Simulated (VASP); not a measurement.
# How uniaxial stress along [001] changes Pt

How do stress and energy of Pt follow uniaxial stress along [001]?

Method: PBEsol; plane waves and PAW (Pt), in the first sound run; inputs show where later runs differ, in VASP 6.6.1.

### 1. The structure

The structure is cubic, space group Fm-3m (No. 225). The conventional cell has a = 3.920 Å, b = 3.920 Å, c = 3.920 Å, α = 90.00°, β = 90.00°, γ = 90.00°. Pt has 12 Pt at 2.77 Å nearest.

Structure file:

```
Pt
1.0
     0.00000    1.96000    1.96000
     1.96000    0.00000    1.96000
     1.96000    1.96000    0.00000
Pt
1
Direct
  0.00000 0.00000 0.00000
```

### 2. Relax the crystal, PBEsol

The series starts from the cell that this level prefers, so that zero strain is near zero stress.

Level: PBEsol; plane waves and PAW (Pt).

Input file INCAR:

```
SYSTEM = Pt
PREC = Accurate
ENCUT = 450
EDIFF = 1E-07
NELM = 120
ISMEAR = 1
SIGMA = 0.15
LREAL = .FALSE.
ALGO = Normal
GGA = PS
NBANDS = 11
LASPH = .TRUE.
LORBIT = 11
LWAVE = .FALSE.
LCHARG = .FALSE.
KPAR = 8
IBRION = 2
NSW = 40
ISIF = 3
EDIFFG = -0.005
POTIM = 0.4
```

Input file POSCAR:

```
Pt
1.0
    0.0000000000      1.9600000000      1.9600000000
    1.9600000000      0.0000000000      1.9600000000
    1.9600000000      1.9600000000      0.0000000000
Pt
1
Direct
    0.0000000000      0.0000000000      0.0000000000
```

Input file KPOINTS:

```
Automatic mesh
0
Gamma
26 26 26
0 0 0
```

The projector-augmented-wave data sets are Pt (PBE family, release 64).

On the command line:

```bash
> mpirun -np 8 vasp_std
```

The program printed:

```text
[banner, memory and clock lines left out]
running    8 mpi-ranks, on    1 nodes
[...]
|                                                                             |
|           W    W    AA    RRRRR   N    N  II  N    N   GGGG   !!!           |
|           W    W   A  A   R    R  NN   N  II  NN   N  G    G  !!!           |
|           W    W  A    A  R    R  N N  N  II  N N  N  G       !!!           |
|           W WW W  AAAAAA  RRRRR   N  N N  II  N  N N  G  GGG   !            |
|           WW  WW  A    A  R   R   N   NN  II  N   NN  G    G                |
|           W    W  A    A  R    R  N    N  II  N    N   GGGG   !!!           |
|                                                                             |
|     For optimal performance we recommend to set                             |
|       NCORE = 2 up to number-of-cores-per-socket                            |
|     NCORE specifies how many cores store one orbital (NPAR=cpu/NCORE).      |
|     This setting can greatly improve the performance of VASP for DFT.       |
[...]
DAV:   4    -0.696264120502E+01   -0.27538E-04   -0.74964E-05 12688   0.569E-02    0.758E-03
DAV:   5    -0.696264070143E+01    0.50359E-06   -0.11866E-06 12865   0.986E-03    0.197E-03
DAV:   6    -0.696264110827E+01   -0.40684E-06   -0.64851E-08 13026   0.157E-03    0.284E-04
DAV:   7    -0.696264109547E+01    0.12800E-07   -0.15863E-09  6239   0.289E-04
   2 F= -.69626411E+01 E0= -.69620253E+01  d E =0.382317E-03
 trial-energy change:    0.000382  1 .order    0.000395   -0.000685    0.001476
 step:   0.3249(harm=  0.3169)  dis= 0.00000  next Energy=    -6.963135 (dE=-0.112E-03)
[...]
N       E                     dE             d eps       ncg     rms          rms(c)
DAV:   1    -0.696622573160E+01   -0.35846E-02   -0.63848E-02 11701   0.236E+00    0.388E-01
DAV:   2    -0.696330383837E+01    0.29219E-02   -0.79288E-03 11641   0.677E-01    0.159E-01
DAV:   3    -0.696313082293E+01    0.17302E-03   -0.77362E-04 12889   0.201E-01    0.840E-02
DAV:   4    -0.696313621102E+01   -0.53881E-05   -0.30395E-05 12641   0.357E-02    0.284E-03
DAV:   5    -0.696313622017E+01   -0.91517E-08   -0.38329E-07 13453   0.490E-03
   3 F= -.69631362E+01 E0= -.69625045E+01  d E =-.112807E-03
[...]
reached required accuracy - stopping structural energy minimisation
```

Elapsed: 23 s, on 8 MPI ranks of AMD EPYC 7R43, shared host; peak memory 1.2 GiB; 2.9 min of CPU time.

The logs omit lines about the potential files and the build; timing stands in the text.

Parts of OUTCAR (step 2):

```text
  Total        0.0025225      0.0025225      0.0025225      0.0000000      0.0000000      0.0000000
  in kB        0.2691487      0.2691487      0.2691487      0.0000000      0.0000000      0.0000000
  external PRESSURE =       0.2691487 kB  Pullay stress =       0.0000000 kB

 POSITION                                       TOTAL-FORCE (eV/Angst)
 -----------------------------------------------------------------------------------
      0.00000      0.00000      0.00000         0.000000      0.000000      0.000000
 -----------------------------------------------------------------------------------
    total drift:                                0.000000     -0.000000     -0.000000

  FREE ENERGIE OF THE ION-ELECTRON SYSTEM (eV)
  ---------------------------------------------------
  free  energy   TOTEN  =        -6.9631362202 eV

  energy  without entropy=       -6.9612409576  energy(sigma->0) =       -6.96250447

 reached required accuracy - stopping structural energy minimisation

[... 3 further parts left out ...]
[key lines of the parts left out:]
E-fermi :  11.1756
```

This run gave:

```
energy(sigma→0) of the program : -6.9625 eV
stress, compression positive   : xx, yy, zz 0.03, 0.03, 0.03 GPa
volume                         : 15.016 Å³
ionic steps                    : 3
```

### 3. Strain across the axis, PBEsol

One member in full: the axis is strained by -0.5 %, and the two directions across it are strained alike until their mean stress is under 0.012 GPa or five steps are spent.

This step took 3 runs, each at a new trial strain with the atoms of the one before; the last is shown.

Level: PBEsol; plane waves and PAW (Pt).

INCAR: that of step 2 with these lines changed.

```diff
@@ -15,7 +15,7 @@
 LCHARG = .FALSE.
-KPAR = 8
-IBRION = 2
-NSW = 40
-ISIF = 3
-EDIFFG = -0.005
-POTIM = 0.4
+KPAR = 2
+IBRION = 1
+NSW = 25
+ISIF = 2
+EDIFFG = -0.004
+POTIM = 0.3
```

Input file POSCAR:

```
Pt
1.0
    0.0000000000      1.9622721530      1.9483194460
    1.9622721530      0.0000000000      1.9483194460
    1.9622721530      1.9622721530      0.0000000000
Pt
1
Direct
    0.0000000000      0.0000000000      0.0000000000
```

KPOINTS is that of step 2.

On the command line:

```bash
> mpirun -np 2 vasp_std
```

The program printed:

```text
[banner, memory and clock lines left out]
running    2 mpi-ranks, on    1 nodes
[...]
[... a notice as in an earlier step ...]

 LDA part: xc-table for (Slater+PW92), standard interpolation
 POSCAR, INCAR and KPOINTS ok, starting setup
[...]
entering main loop
       N       E                     dE             d eps       ncg     rms          rms(c)
DAV:   1     0.333676103857E+02    0.33368E+02   -0.48865E+03 30884   0.743E+02
DAV:   2    -0.690103780406E+01   -0.40269E+02   -0.38485E+02 33510   0.163E+02
DAV:   3    -0.741478752799E+01   -0.51375E+00   -0.51045E+00 34126   0.174E+01
DAV:   4    -0.741677724012E+01   -0.19897E-02   -0.19896E-02 33657   0.128E+00
[...]
DAV:  10    -0.696295612723E+01   -0.45029E-05   -0.38454E-06 37483   0.137E-02    0.545E-03
DAV:  11    -0.696295637971E+01   -0.25248E-06   -0.51465E-08 27818   0.206E-03    0.134E-03
DAV:  12    -0.696295641455E+01   -0.34843E-07   -0.29494E-09 17291   0.398E-04
   1 F= -.69629564E+01 E0= -.69623305E+01  d E =-.696296E+01
 BRION: g(F)=  0.563E-63 g(S)=  0.000E+00
 reached required accuracy - stopping structural energy minimisation
```

Wall time 80 s (2 MPI ranks); peak memory 0.47 GiB; 2.3 min of CPU time.

From OUTCAR (step 3):

```text
  Total       -0.0000807     -0.0000807      0.0679606      0.0000000      0.0000000      0.0000000
  in kB       -0.0086186     -0.0086186      7.2570329      0.0000000      0.0000000      0.0000000
  external PRESSURE =       2.4132652 kB  Pullay stress =       0.0000000 kB

 POSITION                                       TOTAL-FORCE (eV/Angst)
 -----------------------------------------------------------------------------------
      0.00000      0.00000      0.00000         0.000000     -0.000000      0.000000
 -----------------------------------------------------------------------------------
    total drift:                               -0.000000     -0.000000     -0.000000

  FREE ENERGIE OF THE ION-ELECTRON SYSTEM (eV)
  ---------------------------------------------------
  free  energy   TOTEN  =        -6.9629564146 eV

  energy  without entropy=       -6.9610786303  energy(sigma->0) =       -6.96233049

[... 1 part as in an earlier step ...]

[... 3 further parts left out ...]
[key lines of the parts left out:]
E-fermi :  11.1903
```

Read from the output:

```
energy(sigma→0) of the program : -6.9623 eV
stress, compression positive   : xx, yy, zz 0.00, 0.00, 0.73 GPa
ionic steps                    : 1
```

### 4. All members

The other members went through these steps as far as the tables show, with the same cutoff and, step by step, the same mesh; 27 runs are not shown. The session took 1.3 core hours (wall time by ranks) on a shared machine.

```
strain along the axis (%)  strain across the axis (%)  stress along the axis, tension positive (GPa)  energy above the unstrained row, extrapolated to no smearing (meV/atom)
                   -2.000                       0.876                                         -2.711                                                                    2.585
                   -1.500                       0.651                                         -2.076                                                                    1.467
                   -1.000                       0.429                                         -1.417                                                                    0.663
                   -0.500                       0.213                                         -0.726                                                                    0.167
                        0                       0.002                                         -0.002                                                                    0.000
                    0.500                      -0.203                                          0.750                                                                    0.172
                    1.000                      -0.402                                          1.527                                                                    0.692
                    1.500                      -0.596                                              ?                                                                        ?
                    2.000                      -0.786                                          3.132                                                                    2.808
```

### 5. Stress from the known rows

Fitting a parabola to the 8 known rows (e: strain in %) gives stress = 0.05285 e² + 1.463 e − 1.69e-4 in GPa; the residuals are 0.0063 GPa r.m.s.

At e = 1.5 this predicts 2.314 GPa.

### 6. The withheld row

The calculation gives 2.323 GPa, so the prediction is 0.009 GPa too low, within twice the residual of the fit.

Slopes at zero strain, from cubics through all rows: strain ratio -0.415, stress over strain 148 GPa.

### 7. Summary of results

| Item | Value |
| --- | --- |
| error of the predicted stress | -0.009 GPa |
| Poisson ratio | 0.415 |
| Young's modulus along the axis | 148 GPa |

**Reading.** As a check, the curvature of the energy gives 144 GPa for the same modulus (energy per volume = E/2 × strain²), 2 % from the slope of the stress; these energies are extrapolated to no smearing, while the stress belongs to the free energy, so part of the difference may come from that. These are static values: temperature and zero-point motion are left out. In a metal the slopes also depend on mesh and smearing, which were held through the series.

[Lines on the potential files, build, host, timing and source positions are cut from VASP's logs without a mark.]

[Logs are printed without paths, hosts, clocks, repeated set-up lines and the standing remarks that a program may print on its own settings, such as how far it seeks lower states.]

[Hosts, paths, dates, database ids (printed as entryN), source tags and the programs' standing remarks are cut or masked in the printed files.]

[In band tables of VASP the shares of atoms and orbitals are scaled to a sum of 1 inside the atoms' spheres.]
